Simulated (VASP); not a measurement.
# A VASP study of V3Sb2 (LDA): structure first, properties next, part 7 of 8

Wanted: the relaxed cell of V3Sb2 and its properties. The start is a computed cell from the Materials Project.

VASP 6.6.1; LDA, spin-polarised from a ferromagnetic start; plane waves and PAW (V_sv, Sb).

So far. Step 13 (Volume scan with LDA, volume scale 1.04): The run ends at a pressure of -5.73 GPa, with forces up to 0.26 eV/Å.

## 14. Volume scan with LDA, volume scale 1.06

A prediction first. A least-squares parabola for the 6 pressures of evenly scaled cells so far, P = -0.05 -158.8 t +363 t² GPa with t = ln(V/V₁) and V₁ the volume at scale 1, gives -8.07 GPa at t = +0.0583.

INCAR reads:

```
SYSTEM = V3Sb2
PREC = Accurate
ENCUT = 400
EDIFF = 1E-06
NELM = 100
ISMEAR = 1
SIGMA = 0.2
LREAL = .FALSE.
ALGO = Normal
GGA = CA
NBANDS = 72
ISPIN = 2
MAGMOM = 2 2 2 2 2 2 0 0 0 0
LASPH = .TRUE.
LMAXMIX = 4
LORBIT = 11
LWAVE = .FALSE.
LCHARG = .FALSE.
KPAR = 8
ISIF = 2
```

POSCAR reads:

```
V3Sb2
1.0
   -5.5046867153      0.0000000000      0.0000000000
    2.7523433577     -4.7671985354      0.0000000000
    2.7523433577      1.5890661784      6.7960281918
V Sb
6 4
Direct
    0.7299257439      0.6016045548      0.3315302987
    0.7299257439      0.1283211891      0.3315302987
    0.2032091096      0.6016045548      0.3315302987
    0.7967908904      0.3983954452      0.6684697013
    0.2700742561      0.3983954452      0.6684697013
    0.2700742561      0.8716788109      0.6684697013
    0.2195697718      0.1097848859      0.3293546577
    0.7804302282      0.8902151141      0.6706453423
    0.6618531400      0.3309265700      0.9927797100
    0.3381468600      0.6690734300      0.0072202900
```

KPOINTS reads:

```
Automatic mesh
0
Gamma
6 6 6
0 0 0
```

PAW data sets: V_sv and Sb (LDA family, release 64).

The run is started by

```
$ mpirun -np 8 vasp_std
```

The program printed:

```text
[... set-up lines as in an earlier step ...]
 entering main loop
       N       E                     dE             d eps       ncg     rms          rms(c)
DAV:   1     0.118810441103E+04    0.11881E+04   -0.46958E+04 10248   0.114E+03
DAV:   2    -0.138234332769E+02   -0.12019E+04   -0.11519E+04  9792   0.419E+02
DAV:   3    -0.834014606042E+02   -0.69578E+02   -0.66434E+02 11160   0.110E+02
DAV:   4    -0.854120869004E+02   -0.20106E+01   -0.20002E+01 10840   0.181E+01
[...]
DAV:  13    -0.805678296456E+02   -0.19010E-04   -0.42329E-05 10064   0.284E-02    0.211E-02
DAV:  14    -0.805678337233E+02   -0.40777E-05   -0.38995E-06  8408   0.886E-03    0.979E-03
DAV:  15    -0.805678338888E+02   -0.16544E-06   -0.69386E-07  5816   0.458E-03
   1 F= -.80567834E+02 E0= -.80559399E+02  d E =-.253034E-01  mag=     0.0011
```

Run time: 57 s. Hardware: 8 MPI ranks of AMD EPYC 9R45, shared host; peak memory 3.7 GiB; 7.5 min of CPU time.

From OUTCAR (step 14):

```text
  Total       -9.1732649     -9.1732649     -8.8228583      0.0000000      0.0000000     -0.0000000
  in kB      -82.4106804    -82.4106804    -79.2627011      0.0000000      0.0000000     -0.0000000
  external PRESSURE =     -81.3613539 kB  Pullay stress =       0.0000000 kB

 POSITION                                       TOTAL-FORCE (eV/Angst)
 -----------------------------------------------------------------------------------
     -1.44971     -2.34114      2.25309        -0.139106      0.080313      0.052046
     -2.75234     -0.08491      2.25309         0.000000     -0.160626      0.052046
      1.44971     -2.34114      2.25309         0.139106      0.080313      0.052046
     -1.44971     -0.83699      4.54294        -0.139106     -0.080313     -0.052046
      1.44971     -0.83699      4.54294         0.139106     -0.080313     -0.052046
      2.75234     -3.09322      4.54294        -0.000000      0.160626     -0.052046
      0.00000     -0.00000      2.23830         0.000000     -0.000000      0.364112
      0.00000     -3.17813      4.55772        -0.000000      0.000000     -0.364112
      0.00000     -0.00000      6.74696         0.000000     -0.000000      0.047581
      0.00000     -3.17813      0.04907        -0.000000      0.000000     -0.047581
 -----------------------------------------------------------------------------------
    total drift:                               -0.000000     -0.000000     -0.000000

  FREE ENERGIE OF THE ION-ELECTRON SYSTEM (eV)
  ---------------------------------------------------
  free  energy   TOTEN  =       -80.5678338888 eV

  energy  without entropy=      -80.5425304673  energy(sigma->0) =      -80.55939941

 magnetization (x)
# of ion       s       p       d       tot
------------------------------------------
    1        0.000   0.000   0.000   0.000
    2        0.000   0.000   0.000   0.000
    3        0.000   0.000   0.000   0.000
    4        0.000   0.000   0.000   0.000
    5        0.000   0.000   0.000   0.000
    6        0.000   0.000   0.000   0.000
    7       -0.000   0.000   0.000   0.000
    8       -0.000   0.000   0.000   0.000
    9       -0.000  -0.000   0.000  -0.000
   10       -0.000  -0.000   0.000  -0.000
--------------------------------------------------
tot         -0.000   0.000   0.001   0.001

[... 1 part as in an earlier step ...]

[... 2 further parts left out ...]
[key lines of the parts left out:]
E-fermi :   9.6914
```

The pressure falls from -5.73 to -8.14 GPa. The parabola predicted -8.07 GPa, +0.06 GPa off.

## 15. Comparing the runs

Times are for 8 MPI ranks of AMD EPYC 9R45, shared host. Results by setting:

| no. | volume scale | energy above the lowest point (meV/atom) | pressure (GPa) | time | memory (GiB) |
| --- | --- | --- | --- | --- | --- |
| 1 | 0.94 | 38.3 | 11.17 | 51 s | 3.5 |
| 2 | 0.96 | 17.55 | 7.025 | 51 s | 3.5 |
| 3 | 0.98 | 5.05 | 3.300 | 52 s | 3.5 |
| 4 | 1 | 0 | -0.04269 | 52 s | 3.6 |
| 5 | 1.02 | 1.64 | -3.041 | 52 s | 3.6 |
| 6 | 1.04 | 9.32 | -5.729 | 56 s | 3.7 |
| 7 | 1.06 | 22.34 | -8.136 | 57 s | 3.7 |

## 16. Fit for LDA

This step: Birch-Murnaghan fit, LDA; plane waves and PAW (VASP 6.6.1).

No new run; the numbers come from the runs before.

Numbers from this step:

```yaml
pressure_derivative_of_the_bulk_modulus: 4.364
r_m_s_error_of_the_fit: 1.39e-5 eV/atom
minimum_inside_the_sampled_range: yes
bulk_modulus: 155.7 GPa
equilibrium_volume_of_the_fit: 16.91 Å³/atom
```

The energy above the fitted minimum by volume:

| volume (Å³/atom) | energy above the fitted minimum (eV/atom) |
| --- | --- |
| 15.815 | 0.0385 |
| 16.152 | 0.0177 |
| 16.488 | 0.00523 |
| 16.825 | 1.8e-4 |
| 17.161 | 0.00182 |
| 17.498 | 0.00950 |
| 17.834 | 0.0225 |

The fit over cells of fixed shape and fractional positions puts the volume +0.48 % from the relaxed one. At a finite cutoff and mesh the minimum of the energy and the zero of the stress don't quite coincide, and the relaxation stops at a threshold. The atoms bear forces along the scan, since they were held; freeing them would lower the modulus.

## 17. Total energy, forces and stress (LDA) with a changed input

This step: LDA, spin-polarised from a ferromagnetic start; plane waves and PAW (V_sv, Sb) (VASP 6.6.1).

A single point gives energy, forces and stress at these settings. Some settings are moved from the usual, to see what they do.

INCAR, as its differences from that of step 14:

```diff
@@ -5,6 +5,6 @@
 NELM = 100
-ISMEAR = 1
-SIGMA = 0.2
+ISMEAR = 0
+SIGMA = 0.5
 LREAL = .FALSE.
-ALGO = Normal
+ALGO = VeryFast
 GGA = CA
```

POSCAR, as its differences from that of step 14:

```diff
@@ -2,5 +2,5 @@
 1.0
-   -5.5046867153      0.0000000000      0.0000000000
-    2.7523433577     -4.7671985354      0.0000000000
-    2.7523433577      1.5890661784      6.7960281918
+   -5.3988009902      0.0000000000      0.0000000000
+    2.6994004951     -4.6754988076      0.0000000000
+    2.6994004951      1.5584996025      6.6653027918
 V Sb
```

KPOINTS is that of step 14.

The run is started by

```
$ mpirun -np 8 vasp_std
```

The program printed:

```text
[... set-up lines as in an earlier step ...]
 entering main loop
       N       E                     dE             d eps       ncg     rms          rms(c)
RMM:   1     0.104130259463E+04    0.10413E+04   -0.41344E+04  4608   0.103E+03
RMM:   2    -0.315147856032E+03   -0.13565E+04   -0.16397E+04  4608   0.398E+02
RMM:   3    -0.352367089228E+02    0.27991E+03   -0.16366E+03  4608   0.195E+02
RMM:   4    -0.739940837228E+02   -0.38757E+02   -0.29218E+02  4608   0.781E+01
RMM:   5    -0.818697028965E+02   -0.78756E+01   -0.70386E+01  4608   0.377E+01
RMM:   6    -0.843151998798E+02   -0.24455E+01   -0.21664E+01  4608   0.193E+01
RMM:   7    -0.851436926504E+02   -0.82849E+00   -0.79007E+00  4608   0.115E+01
RMM:   8    -0.854480256359E+02   -0.30433E+00   -0.30614E+00  4608   0.656E+00
RMM:   9    -0.856043972053E+02   -0.15637E+00   -0.16144E+00 13420   0.405E+00
RMM:  10    -0.856479845778E+02   -0.43587E-01   -0.33441E-01 12988   0.138E+00
RMM:  11    -0.856524458064E+02   -0.44612E-02   -0.35526E-02 14418   0.563E-01
RMM:  12    -0.856527786987E+02   -0.33289E-03   -0.30700E-03 13461   0.155E-01    0.501E+01
RMM:  13    -0.816154347130E+02    0.40373E+01   -0.40520E+01 18432   0.263E+01    0.127E+01
RMM:  14    -0.814561815391E+02    0.15925E+00   -0.44150E+00 17488   0.769E+00    0.112E+01
RMM:  15    -0.813034700430E+02    0.15271E+00   -0.61741E-01 15694   0.311E+00    0.313E+00
RMM:  16    -0.812880514788E+02    0.15419E-01   -0.79168E-02 13756   0.900E-01    0.792E-01
RMM:  17    -0.812834598602E+02    0.45916E-02   -0.15989E-02 10627   0.654E-01    0.328E-01
RMM:  18    -0.812832436486E+02    0.21621E-03   -0.25418E-03 11994   0.230E-01    0.114E-01
RMM:  19    -0.812833090239E+02   -0.65375E-04   -0.51092E-04 12073   0.106E-01    0.562E-02
RMM:  20    -0.812833264361E+02   -0.17412E-04   -0.12126E-04 12405   0.515E-02    0.232E-02
RMM:  21    -0.812833288552E+02   -0.24191E-05   -0.26174E-05 11249   0.262E-02    0.110E-02
RMM:  22    -0.812833295008E+02   -0.64561E-06   -0.68925E-06 10159   0.113E-02
   1 F= -.81283330E+02 E0= -.80807885E+02  d E =-.950889E+00  mag=     0.0011
```

Wall time 77 s (8 MPI ranks); peak memory 3.5 GiB; 10 min of CPU time.

Parts of OUTCAR (step 17):

```text
   NELECT =      98.0000    total number of electrons

 E-fermi :  10.5487

 spin component 1
 k-point     1 :       0.0000    0.0000    0.0000
  band No.  band energies     occupation
    ...
     45       9.2569      0.99987
     46       9.3866      0.99949
     47       9.7347      0.98934
     48       9.7347      0.98934
     49       9.9081      0.96499
     50      10.9999      0.10091
     51      11.5360      0.00261
     52      11.5360      0.00261
     53      11.6784      0.00070
     54      11.6784      0.00070
    ...

 k-point     2 :       0.1667   -0.0000    0.0000
  band No.  band energies     occupation
    ...
     45       9.2643      0.99986
     46       9.2869      0.99982
     47       9.7960      0.98336
     48       9.9214      0.96199
     49      10.3033      0.75617
     50      10.9148      0.15022
     51      11.3064      0.01605
     52      11.5132      0.00318
     53      11.6110      0.00133
     54      11.7071      0.00053
    ...

  Total        0.8793379      0.8793379     -0.3559222      0.0000000      0.0000000      0.0000000
  in kB        8.3737737      8.3737737     -3.3893823      0.0000000      0.0000000      0.0000000
  external PRESSURE =       4.4527217 kB  Pullay stress =       0.0000000 kB

 POSITION                                       TOTAL-FORCE (eV/Angst)
 -----------------------------------------------------------------------------------
     -1.42182     -2.29611      2.20975         0.043946     -0.025372      0.094141
     -2.69940     -0.08328      2.20975        -0.000000      0.050745      0.094141
      1.42182     -2.29611      2.20975        -0.043946     -0.025372      0.094141
     -1.42182     -0.82089      4.45555         0.043946      0.025372     -0.094141
      1.42182     -0.82089      4.45555        -0.043946      0.025372     -0.094141
      2.69940     -3.03372      4.45555         0.000000     -0.050745     -0.094141
     -0.00000     -0.00000      2.19525         0.000000      0.000000     -0.031610
      0.00000     -3.11700      4.47005         0.000000     -0.000000      0.031610
      0.00000     -0.00000      6.61718        -0.000000      0.000000     -0.018552
     -0.00000     -3.11700      0.04813         0.000000     -0.000000      0.018552
 -----------------------------------------------------------------------------------
    total drift:                               -0.000000     -0.000000     -0.000000

  FREE ENERGIE OF THE ION-ELECTRON SYSTEM (eV)
  ---------------------------------------------------
  free  energy   TOTEN  =       -81.2833295008 eV

  energy  without entropy=      -80.3324407058  energy(sigma->0) =      -80.80788510

 magnetization (x)
# of ion       s       p       d       tot
------------------------------------------
    1        0.000   0.000   0.000   0.000
    2        0.000   0.000   0.000   0.000
    3        0.000   0.000   0.000   0.000
    4        0.000   0.000   0.000   0.000
    5        0.000   0.000   0.000   0.000
    6        0.000   0.000   0.000   0.000
    7       -0.000  -0.000   0.000  -0.000
    8       -0.000  -0.000   0.000  -0.000
    9       -0.000  -0.000  -0.000  -0.000
   10       -0.000  -0.000  -0.000  -0.000
--------------------------------------------------
tot         -0.000  -0.000   0.001   0.001

[... 8 parts as in an earlier step ...]

[... 14 further parts left out ...]
```

The run converged, and its energy and pressure stay near those of the sound run.

Against the sound run on this cell (volume scan with LDA) the energy at zero smearing moves by -2.5 meV an atom and the pressure by +0.49 GPa.

Settings moved from the usual: ALGO = VeryFast, ISMEAR = 0 and SIGMA = 0.5.

ALGO acts on the way to self-consistency or on speed; a fully converged result doesn't depend on them, though slow mixing can meet EDIFF with the stress still off.

(Part 7 of 8 ends here.)

[Lines on the potential files, build, host, timing and source positions are cut from VASP's logs without a mark.]

[Logs are printed without paths, hosts, clocks, repeated set-up lines and the standing remarks that a program may print on its own settings, such as how far it seeks lower states.]

[Hosts, paths, dates, database ids (printed as entryN), source tags and the programs' standing remarks are cut or masked in the printed files.]

[A measured line is paired with the nearest computed mode of its activity, which favours agreement.]

[In band tables of VASP the shares of atoms and orbitals are scaled to a sum of 1 inside the atoms' spheres.]
